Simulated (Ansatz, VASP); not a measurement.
# Cross-check of GaP between VASP and Ansatz

Wanted: the spread between two codes on one cell, functional and k mesh. The cell is taken from a series of runs on this material, whose earlier steps may have relaxed, scaled, displaced or heated it; both programs get it as it stands.

Program: Ansatz 0.2.0. Level of theory: plane waves, with VASP 6.6.1 beside it; zone-centre phonons at LDA. Results are calculated unless marked as measured.

## 1. Starting point

It takes space group I-4m2 (No. 119, tetragonal). The conventional cell has a = 3.790 Å, b = 3.790 Å, c = 5.499 Å, α = 90.00°, β = 90.00°, γ = 90.00°. Nearest to P lie 4 Ga at 2.34 Å. Nearest to Ga lie 4 P at 2.34 Å. Farther neighbours are not listed.

## 2. VASP: zone-centre phonons, LDA

Second derivatives magnify differences that forces hide, and they need a tight electronic threshold.

Lines of VASP's logs that name or quote its potential files are left out, and so is its time.

File INCAR:

```
SYSTEM = GaP
PREC = Accurate
ENCUT = 500
EDIFF = 1E-08
NELM = 120
ISMEAR = 0
SIGMA = 0.01
LREAL = .FALSE.
ALGO = Normal
GGA = CA
NBANDS = 15
LORBIT = 11
LWAVE = .FALSE.
LCHARG = .FALSE.
ISIF = 2
IBRION = 8
LEPSILON = .TRUE.
LASPH = .TRUE.
GGA_COMPAT = .FALSE.
EFERMI = MIDGAP
KPAR = 2
```

File POSCAR:

```
GaP
1.0
    0.0000000000      2.6796031706      2.7496198055
    2.6796031706      0.0000000000      2.7496198055
    2.6796031706      2.6796031706      0.0000000000
P Ga
1 1
Direct
    0.7500000000      0.7500000000      0.7500000000
    0.0000000000      0.0000000000      0.0000000000
```

File KPOINTS:

```
Automatic mesh
0
Gamma
12 12 12
0 0 0
```

PAW data sets: P and Ga_d (LDA family, release 64).

Started as:

```bash
$ mpirun -np 2 vasp_std
```

Numbers of over 12 decimals in the logs are rounded to 6 here.

Log:

```text
[banner, memory and clock lines left out]
running    2 mpi-ranks, on    1 nodes
 distrk:  each k-point on    1 cores,    2 groups
 distr:  one band on    1 cores,    1 groups

 POSCAR found type information on POSCAR P Ga
 POSCAR found :  2 types and       2 ions
 LDA part: xc-table for (Slater(with rela. corr.)+CA(PZ))
 , standard interpolation
 POSCAR, INCAR and KPOINTS ok, starting setup
 FFT: planning ... GRIDC
 FFT: planning ... GRID_SOFT
 FFT: planning ... GRID
 WAVECAR not read
 entering main loop
       N       E                     dE             d eps       ncg     rms          rms(c)
DAV:   1     0.782207808641E+02    0.78221E+02   -0.88896E+03  5032   0.170E+03
DAV:   2    -0.462188084955E+01   -0.82843E+02   -0.79182E+02  5569   0.315E+02
DAV:   3    -0.106782733034E+02   -0.60564E+01   -0.60338E+01  6101   0.684E+01
DAV:   4    -0.107762134609E+02   -0.97940E-01   -0.97909E-01  6107   0.940E+00
DAV:   5    -0.107782604705E+02   -0.20470E-02   -0.20469E-02  6412   0.118E+00    0.444E+00
DAV:   6    -0.105028080944E+02    0.27545E+00   -0.38658E-01  7620   0.112E+01    0.286E+00
DAV:   7    -0.104532585370E+02    0.49550E-01   -0.91254E-02  6380   0.222E+00    0.106E+00
DAV:   8    -0.104485942115E+02    0.46643E-02   -0.12094E-02  6313   0.128E+00    0.205E-01
DAV:   9    -0.104485589121E+02    0.35299E-04   -0.10313E-03  7227   0.420E-01    0.625E-02
DAV:  10    -0.104485568924E+02    0.20197E-05   -0.51265E-05  7530   0.881E-02    0.247E-02
DAV:  11    -0.104485629847E+02   -0.60923E-05   -0.87364E-06  6169   0.438E-02    0.739E-03
DAV:  12    -0.104485627896E+02    0.19504E-06   -0.50472E-07  6206   0.771E-03    0.499E-03
DAV:  13    -0.104485627648E+02    0.24881E-07   -0.20392E-07  6368   0.461E-03    0.902E-04
DAV:  14    -0.104485627640E+02    0.77489E-09   -0.93792E-09  4389   0.120E-03
   1 F= -.10448563E+02 E0= -.10448563E+02  d E =0.000000E+00
 Linear response reoptimize wavefunctions to high precision
DAV:   1    -0.104485627641E+02   -0.79126E-10   -0.17732E-09  5055   0.404E-04
DAV:   2    -0.104485627641E+02   -0.15461E-10   -0.24581E-10  3278   0.151E-04
 Linear response G [H, r] |phi>, progress :
  Direction:   1
       N       E                     dE             d eps       ncg     rms
RMM:   1    -0.398767664588E+02   -0.39877E+02    0.17037E+02  5689   0.237E+02
RMM:   2    -0.478064812007E+02   -0.79297E+01   -0.22125E+01 10163   0.353E+01
RMM:   3    -0.485646253525E+02   -0.75814E+00   -0.14906E+00 10216   0.859E+00
RMM:   4    -0.486525533740E+02   -0.87928E-01   -0.24032E-01 10651   0.229E+00
RMM:   5    -0.486399693917E+02    0.12584E-01    0.18651E-02 10687   0.595E-01
RMM:   6    -0.486431736199E+02   -0.32042E-02   -0.43055E-03 10795   0.199E-01
RMM:   7    -0.486426939984E+02    0.47962E-03    0.13951E-03 10862   0.733E-02
RMM:   8    -0.486428488876E+02   -0.15489E-03    0.60025E-06 10912   0.299E-02
RMM:   9    -0.486428510123E+02   -0.21247E-05    0.17915E-05 10827   0.129E-02
RMM:  10    -0.486428532872E+02   -0.22749E-05    0.20618E-06 10758   0.600E-03
RMM:  11    -0.486428538760E+02   -0.58877E-06   -0.23678E-06  9727   0.311E-03
RMM:  12    -0.486428542540E+02   -0.37798E-06   -0.52358E-06  8432   0.175E-03
RMM:  13    -0.486428543237E+02   -0.69769E-07   -0.64061E-06  6995   0.118E-03
RMM:  14    -0.486428543107E+02    0.13060E-07   -0.63184E-06  6062   0.898E-04
RMM:  15    -0.486428541585E+02    0.15213E-06   -0.49762E-06  5578   0.808E-04
RMM:  16    -0.486428545175E+02   -0.35892E-06   -0.92815E-06  5329   0.737E-04
RMM:  17    -0.486428547406E+02   -0.22318E-06   -0.97952E-06  5140   0.725E-04
RMM:  18    -0.486428541414E+02    0.59920E-06   -0.77489E-06  4942   0.701E-04
RMM:  19    -0.486428544954E+02   -0.35396E-06   -0.28073E-06  4759   0.717E-04
 Linear response G [H, r] |phi>, progress :
  Direction:   2
       N       E                     dE             d eps       ncg     rms
RMM:   1    -0.376674044677E+02   -0.37667E+02    0.16991E+02  5710   0.234E+02
RMM:   2    -0.432080193319E+02   -0.55406E+01   -0.19946E+01 10086   0.339E+01
RMM:   3    -0.439916337094E+02   -0.78361E+00   -0.13305E+00 10141   0.837E+00
RMM:   4    -0.440812756804E+02   -0.89642E-01   -0.23622E-01 10582   0.230E+00
RMM:   5    -0.440698801300E+02    0.11396E-01    0.17225E-02 10673   0.602E-01
RMM:   6    -0.440730446826E+02   -0.31646E-02   -0.42915E-03 10789   0.201E-01
RMM:   7    -0.440725888625E+02    0.45582E-03    0.12643E-03 10889   0.743E-02
RMM:   8    -0.440727368048E+02   -0.14794E-03   -0.12148E-05 10935   0.311E-02
RMM:   9    -0.440727394711E+02   -0.26663E-05    0.30060E-06 10846   0.137E-02
RMM:  10    -0.440727407993E+02   -0.13282E-05    0.19686E-06 10800   0.660E-03
RMM:  11    -0.440727416546E+02   -0.85528E-06   -0.52603E-06  9691   0.335E-03
RMM:  12    -0.440727421457E+02   -0.49116E-06   -0.81862E-06  8478   0.183E-03
RMM:  13    -0.440727419269E+02    0.21887E-06   -0.57068E-06  6910   0.114E-03
[...]
RMM:   4    -0.110648802835E+01   -0.20440E-01   -0.26128E-02 29167   0.924E-01    0.157E-01
RMM:   5    -0.111319156443E+01   -0.67035E-02   -0.16771E-03 30044   0.268E-01    0.361E-02
RMM:   6    -0.111638618163E+01   -0.31946E-02   -0.21345E-04 29984   0.875E-02    0.271E-02
RMM:   7    -0.111642988036E+01   -0.43699E-04   -0.43907E-05 29686   0.315E-02    0.250E-03
[...]
RMM:   8    -0.114392105710E+01   -0.15604E-03   -0.12411E-06 18030   0.109E-02    0.848E-04
RMM:   9    -0.114389440896E+01    0.26648E-04   -0.61736E-08 17898   0.417E-03    0.315E-04
RMM:  10    -0.114389364253E+01    0.76643E-06   -0.15044E-08 17748   0.159E-03    0.115E-04
RMM:  11    -0.114389011786E+01    0.35247E-05    0.43530E-08 17293   0.673E-04    0.771E-05
RMM:  12    -0.114388889110E+01    0.12268E-05    0.10553E-09 13955   0.263E-04    0.218E-05
RMM:  13    -0.114388871548E+01    0.17562E-06    0.24170E-09  7751   0.117E-04    0.115E-05
RMM:  14    -0.114388857504E+01    0.14044E-06    0.51088E-10  6274   0.719E-05    0.189E-06
 change of polarisation eV/A/(eV/A) component  3 :     0.806     0.186     2.168
 dielectric tensor                  component  3 :     3.694     0.852    10.934
 Linear response DOF=           4
 Linear response progress:
  Degree of freedom:   1/  4
       N       E                     dE             d eps       ncg     rms          rms(c)
RMM:   1    -0.507626807844E-01   -0.50763E-01    0.47583E-03 33720   0.180E+00
RMM:   2    -0.472710899691E-01    0.34916E-02   -0.60813E-03 26029   0.541E-01    0.120E-01
RMM:   3    -0.472984833528E-01   -0.27393E-04   -0.50821E-04 28883   0.174E-01    0.585E-02
RMM:   4    -0.475537386160E-01   -0.25526E-03   -0.71575E-05 28170   0.645E-02    0.112E-02
RMM:   5    -0.475675525441E-01   -0.13814E-04   -0.78584E-06 30242   0.219E-02    0.689E-03
RMM:   6    -0.475510202928E-01    0.16532E-04   -0.15085E-06 28274   0.790E-03    0.371E-03
RMM:   7    -0.475519008514E-01   -0.88056E-06   -0.23917E-07 29920   0.306E-03    0.849E-04
RMM:   8    -0.475498473488E-01    0.20535E-05   -0.32244E-08 29087   0.104E-03    0.141E-04
RMM:   9    -0.475495593765E-01    0.28797E-06   -0.85062E-09 29984   0.313E-04    0.196E-05
RMM:  10    -0.475496040000E-01   -0.44624E-07   -0.29370E-09 28903   0.111E-04    0.650E-06
RMM:  11    -0.475496001233E-01    0.38767E-08   -0.27359E-09 29944   0.454E-05    0.637E-06
 first order change of Fermi-energy   0.35344E-04
 force on displaced ion       1 direction 1 : -10.252  -0.000  -0.000
 Born effective charge ion    1 direction 1 :  -2.051   0.000   0.000
 Linear response progress:
  Degree of freedom:   2/  4
       N       E                     dE             d eps       ncg     rms          rms(c)
RMM:   1    -0.507598677710E-01   -0.50760E-01    0.81903E-03 19184   0.183E+00
RMM:   2    -0.474748405939E-01    0.32850E-02   -0.60434E-03 15344   0.536E-01    0.123E-01
RMM:   3    -0.475339040171E-01   -0.59063E-04   -0.49815E-04 16876   0.172E-01    0.602E-02
RMM:   4    -0.478042754218E-01   -0.27037E-03   -0.75462E-05 16440   0.656E-02    0.114E-02
RMM:   5    -0.478168391089E-01   -0.12564E-04   -0.85821E-06 17677   0.224E-02    0.684E-03
RMM:   6    -0.478004169675E-01    0.16422E-04   -0.14390E-06 16518   0.789E-03    0.406E-03
RMM:   7    -0.478007769143E-01   -0.35995E-06   -0.22786E-07 17485   0.303E-03    0.594E-04
RMM:   8    -0.477984480817E-01    0.23288E-05   -0.25425E-08 16900   0.969E-04    0.159E-04
RMM:   9    -0.477980931102E-01    0.35497E-06   -0.32674E-09 17516   0.300E-04    0.240E-05
RMM:  10    -0.477981819277E-01   -0.88818E-07   -0.97338E-10 16930   0.109E-04    0.335E-06
RMM:  11    -0.477981745720E-01    0.73557E-08    0.12259E-10 17561   0.462E-05    0.515E-06
 first order change of Fermi-energy  -0.15300E+01
 force on displaced ion       1 direction 3 :  -0.000  -0.000 -10.326
 Born effective charge ion    1 direction 3 :   0.000   0.000  -2.163
 Linear response progress:
  Degree of freedom:   3/  4
       N       E                     dE             d eps       ncg     rms          rms(c)
RMM:   1    -0.166902512128E+00   -0.16690E+00    0.12401E-01 17964   0.870E+00
RMM:   2    -0.165020010706E+00    0.18825E-02   -0.27140E-02 27768   0.144E+00    0.555E-02
RMM:   3    -0.165337840325E+00   -0.31783E-03   -0.38874E-03 28968   0.423E-01    0.407E-02
RMM:   4    -0.165197848509E+00    0.13999E-03   -0.14125E-03 30579   0.167E-01    0.143E-02
RMM:   5    -0.165175549165E+00    0.22299E-04   -0.37789E-05 30411   0.403E-02    0.519E-03
RMM:   6    -0.165179833735E+00   -0.42846E-05   -0.43456E-06 30055   0.143E-02    0.803E-04
RMM:   7    -0.165179765619E+00    0.68116E-07   -0.69711E-07 30093   0.569E-03    0.138E-04
RMM:   8    -0.165179056129E+00    0.70949E-06   -0.28734E-07 30665   0.240E-03    0.374E-05
RMM:   9    -0.165178900387E+00    0.15574E-06   -0.98103E-08 30577   0.101E-03    0.168E-05
RMM:  10    -0.165178870926E+00    0.29461E-07   -0.64467E-08 30858   0.455E-04    0.124E-05
RMM:  11    -0.165178813786E+00    0.57140E-07   -0.38541E-08 30546   0.215E-04    0.478E-06
RMM:  12    -0.165178808501E+00    0.52850E-08    0.92681E-09 30929   0.108E-04    0.130E-06
 first order change of Fermi-energy  -0.11686E-04
 force on displaced ion       2 direction 1 : -10.253  -0.000  -0.000
 Born effective charge ion    2 direction 1 :   2.038   0.000   0.000
 Linear response progress:
  Degree of freedom:   4/  4
       N       E                     dE             d eps       ncg     rms          rms(c)
RMM:   1    -0.167291732641E+00   -0.16729E+00    0.10222E-01 10563   0.854E+00
RMM:   2    -0.165228342615E+00    0.20634E-02   -0.26311E-02 16040   0.141E+00    0.566E-02
RMM:   3    -0.165527890633E+00   -0.29955E-03   -0.37832E-03 16861   0.425E-01    0.429E-02
RMM:   4    -0.165404745054E+00    0.12315E-03   -0.10874E-03 17720   0.155E-01    0.144E-02
RMM:   5    -0.165382991912E+00    0.21753E-04   -0.40404E-05 17747   0.391E-02    0.467E-03
RMM:   6    -0.165386131112E+00   -0.31392E-05   -0.53739E-06 17422   0.139E-02    0.906E-04
RMM:   7    -0.165387073961E+00   -0.94285E-06   -0.30896E-07 17547   0.567E-03    0.125E-04
RMM:   8    -0.165385866759E+00    0.12072E-05   -0.51010E-07 17573   0.239E-03    0.514E-05
RMM:   9    -0.165385609403E+00    0.25736E-06   -0.77814E-08 17886   0.101E-03    0.307E-05
RMM:  10    -0.165385429025E+00    0.18038E-06   -0.12766E-07 17644   0.455E-04    0.771E-06
RMM:  11    -0.165385480155E+00   -0.51130E-07   -0.42757E-08 17725   0.217E-04    0.429E-06
RMM:  12    -0.165385461313E+00    0.18841E-07   -0.19127E-08 18033   0.108E-04    0.222E-06
RMM:  13    -0.165385456712E+00    0.46015E-08   -0.11073E-08 17632   0.589E-05    0.538E-07
 first order change of Fermi-energy   0.15306E+01
 force on displaced ion       2 direction 3 :  -0.000  -0.000 -10.339
 Born effective charge ion    2 direction 3 :   0.000   0.000   2.151
 Born effective charges drift removed
 Linear response finished
```

Parts of OUTCAR (step 2):

```text
ion  position               nearest neighbor table
   1  0.750  0.750  0.750-   2 2.34   2 2.34   2 2.34   2 2.34
   2  0.000  0.000  0.000-   1 2.34   1 2.34   1 2.34   1 2.34

  LATTYP: Found a body centered tetragonal cell.
 ALAT       =     3.7895311456
 C/A-ratio  =     1.4511662260

 Subroutine GETGRP returns: Found  8 space group operations
 (whereof  8 operations were pure point group operations)

The static configuration has the point symmetry D_2d.

 Found    163 irreducible k-points:

   k-points           NKPTS =    163   k-points in BZ     NKDIM =    163   number of bands    NBANDS=     15

   dimension x,y,z NGX =    28 NGY =   28 NGZ =   28
   dimension x,y,z NGXF=    56 NGYF=   56 NGZF=   56

   ENCUT  =  500.0 eV  36.75 Ry    6.06 a.u.   7.00  7.00  6.91*2*pi/ulx,y,z

   NELECT =      18.0000    total number of electrons

 k-points in reciprocal lattice and weights: Automatic mesh
   0.00000000  0.00000000  0.00000000       0.001
   0.08333333 -0.00000000  0.00000000       0.005
   0.16666667  0.00000000  0.00000000       0.005
   0.25000000  0.00000000  0.00000000       0.005
   0.33333333 -0.00000000  0.00000000       0.005
   0.41666667  0.00000000  0.00000000       0.005
   0.50000000  0.00000000  0.00000000       0.002
   0.08333333  0.08333333  0.00000000       0.001
   0.16666667  0.08333333  0.00000000       0.005
[...]
-0.33333333  0.16666667  0.50000000       0.002
  -0.25000000  0.25000000  0.50000000       0.001

 average (electrostatic) potential at core
       1 -84.3881       2 -66.3351

  Total        0.0245612      0.0245612     -0.4962911      0.0000000      0.0000000      0.0000000
  in kB        0.9965893      0.9965893    -20.1374011      0.0000000      0.0000000      0.0000000
  external PRESSURE =      -6.0480742 kB  Pullay stress =       0.0000000 kB

  energy-cutoff  :      500.00
  volume of cell :       39.49
      direct lattice vectors                 reciprocal lattice vectors
     0.000000000  2.679603171  2.749619806    -0.186594793  0.186594793  0.181843322
     2.679603171  0.000000000  2.749619806     0.186594793 -0.186594793  0.181843322
     2.679603171  2.679603171  0.000000000     0.186594793  0.186594793 -0.181843322

 POSITION                                       TOTAL-FORCE (eV/Angst)
 -----------------------------------------------------------------------------------
      4.01940      4.01940      4.12443        -0.000000     -0.000000      0.000000
      0.00000      0.00000      0.00000         0.000000      0.000000     -0.000000
 -----------------------------------------------------------------------------------
    total drift:                               -0.000000     -0.000000     -0.000000

 MACROSCOPIC STATIC DIELECTRIC TENSOR (including local field effects in DFT)
 ------------------------------------------------------
          10.693021     0.000000     0.000000
          -0.000000    10.693021    -0.000000
           0.000000     0.000000    10.933598
 ------------------------------------------------------

 PIEZOELECTRIC TENSOR (including local field effects)  for field in x, y, z        (C/m^2)
          XX          YY          ZZ          XY          YZ          ZX
  --------------------------------------------------------------------------------
  x     0.00000     0.00000    -0.00000     0.00000     0.78502     0.00000
  y     0.00000     0.00000    -0.00000     0.00000     0.00000     0.78501
  z     0.00000     0.00000     0.00000     0.75061     0.00000     0.00000

 BORN EFFECTIVE CHARGES (including local field effects) (in |e|, cummulative output)
 ---------------------------------------------------------------------------------
 ion    1
    1    -2.04539     0.00000     0.00000
    2     0.00000    -2.04539     0.00000
    3     0.00000     0.00000    -2.15691
 ion    2
    1     2.04539     0.00000     0.00000
    2     0.00000     2.04539     0.00000
    3     0.00000     0.00000     2.15691

 Eigenvectors and eigenvalues of the dynamical matrix
 ----------------------------------------------------

   1 f  =   10.849639 THz    68.170293 2PiTHz  361.905003 cm-1    44.870482 meV
             X         Y         Z           dx          dy          dz
      4.019405  4.019405  4.124430     0.000000    0.000000    0.831946
      0.000000  0.000000  0.000000     0.000000    0.000000   -0.554857

   2 f  =   10.808727 THz    67.913236 2PiTHz  360.540329 cm-1    44.701284 meV
             X         Y         Z           dx          dy          dz
      4.019405  4.019405  4.124430     0.832094    0.000000    0.000000
      0.000000  0.000000  0.000000    -0.554635    0.000000    0.000000

   3 f  =   10.808727 THz    67.913236 2PiTHz  360.540329 cm-1    44.701284 meV
             X         Y         Z           dx          dy          dz
      4.019405  4.019405  4.124430     0.000000    0.832094    0.000000
      0.000000  0.000000  0.000000     0.000000   -0.554635    0.000000

   4 f/i=    0.000274 THz     0.001720 2PiTHz    0.009133 cm-1     0.001132 meV
             X         Y         Z           dx          dy          dz
      4.019405  4.019405  4.124430    -0.554635    0.000000    0.000000
      0.000000  0.000000  0.000000    -0.832094    0.000000    0.000000

   5 f/i=    0.000274 THz     0.001720 2PiTHz    0.009133 cm-1     0.001132 meV
             X         Y         Z           dx          dy          dz
      4.019405  4.019405  4.124430     0.000000   -0.554635    0.000000
      0.000000  0.000000  0.000000     0.000000   -0.832094    0.000000

   6 f/i=    0.003171 THz     0.019926 2PiTHz    0.105782 cm-1     0.013115 meV
             X         Y         Z           dx          dy          dz
      4.019405  4.019405  4.124430     0.000000    0.000000   -0.554857
      0.000000  0.000000  0.000000     0.000000    0.000000   -0.831946

 MACROSCOPIC STATIC DIELECTRIC TENSOR IONIC CONTRIBUTION
 ------------------------------------------------------
           1.870076     0.000000    -0.000000
           0.000000     1.870076    -0.000000
          -0.000000    -0.000000     2.063462
 ------------------------------------------------------

 ELASTIC MODULI CONTR FROM IONIC RELAXATION (kBar)
 Direction    XX          YY          ZZ          XY          YZ          ZX
 --------------------------------------------------------------------------------
 XX           0.0000      0.0000      0.0000      0.0000      0.0000      0.0000
 YY           0.0000      0.0000      0.0000      0.0000      0.0000      0.0000
 ZZ           0.0000      0.0000      0.0000      0.0000      0.0000      0.0000
 XY           0.0000      0.0000      0.0000   -217.8710      0.0000      0.0000
 YZ           0.0000      0.0000      0.0000      0.0000   -225.2381     -0.0000
 ZX           0.0000      0.0000      0.0000      0.0000     -0.0000   -203.9440
 --------------------------------------------------------------------------------

 PIEZOELECTRIC TENSOR IONIC CONTR  for field in x, y, z        (C/m^2)
          XX          YY          ZZ          XY          YZ          ZX
  --------------------------------------------------------------------------------
  x     0.00000     0.00000     0.00000     0.00000    -0.61069    -0.00000
  y     0.00000     0.00000     0.00000     0.00000    -0.00000    -0.58111
  z     0.00000     0.00000     0.00000    -0.63091     0.00000     0.00000
```

The dielectric response converges more slowly with the mesh than energies do, so tensor and charges may still move on a finer one.

(Part 1 of 2 ends here.)

[Lines on the potential files, build, host, timing and source positions are cut from VASP's logs without a mark.]

[Logs are printed without paths, hosts, clocks, repeated set-up lines and the standing remarks that a program may print on its own settings, such as how far it seeks lower states.]

[Hosts, paths, dates, database ids (printed as entryN), source tags and the programs' standing remarks are cut or masked in the printed files.]
